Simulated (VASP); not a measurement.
Wanted: the native input for a VASP 6.6.1 run.

| Property | Result |
| --- | --- |
| Task | Born charges and dielectric tensor |
| Functional | LDA |
| Potentials or basis | VASP PAW LDA potentials, release 64 (Cd, Te) |
| Cutoff | 350 eV |
| k mesh | 10 × 10 × 10 |
| Occupations | gaussian, width 0.02 eV |
| Spin | no spin polarisation |
| Further INCAR settings | ALGO = Normal; EDIFF = 1e-08; IBRION = 8; NSW = 1 |

The structure of CdTe lies in POSCAR:

```
CdTe
1.0
    0.0000000000      3.2096500000      3.2096500000
    3.2096500000      0.0000000000      3.2096500000
    3.2096500000      3.2096500000      0.0000000000
Cd Te
1 1
Direct
    0.0000000000      0.0000000000      0.0000000000
    0.7500000000      0.7500000000      0.7500000000
```

The cell is a database's computed one.

The input as run:

INCAR

```
SYSTEM = CdTe
  PREC = Accurate
  ENCUT = 350
  EDIFF = 1E-8
  ISMEAR = 0
  SIGMA = 0.02
  LREAL = .False.
  LASPH = .True.
  NELM = 80
  ALGO = Normal
  ISIF = 2
  LWAVE = .False.
  LCHARG = .False.
  LEPSILON = .True.
  IBRION = 8
  NSW = 1
```

KPOINTS

```
Automatic mesh
0
Gamma
  10 10 10
  0 0 0
```

Potentials or basis: VASP PAW LDA potentials, release 64 (Cd, Te).

Run with:

```console
$ cat potpaw_LDA.64/Cd/POTCAR potpaw_LDA.64/Te/POTCAR > POTCAR
$ mpirun -np 1 vasp_std > vasp.out
```

It gave:

```yaml
Band_gap_on_the_k_mesh: 0.64 eV, direct
Electronic_dielectric_tensor_diagonal: 10.71
Born_charges_mean_of_the_diagonal: Cd +2.17; Te -2.17 e
Highest_phonon_frequency_at_Γ_LO-TO_splitting_left_out: 149 cm⁻¹
```

Caveat: the gap is small at this level, which inflates the dielectric constant; spin-orbit coupling is left out, which moves the levels of the heavy elements.

It took 5.5 min on 1 thread of Intel(R) Xeon(R) Platinum 8488C (Sapphire Rapids), on a shared host, peak memory 0.33 GiB.
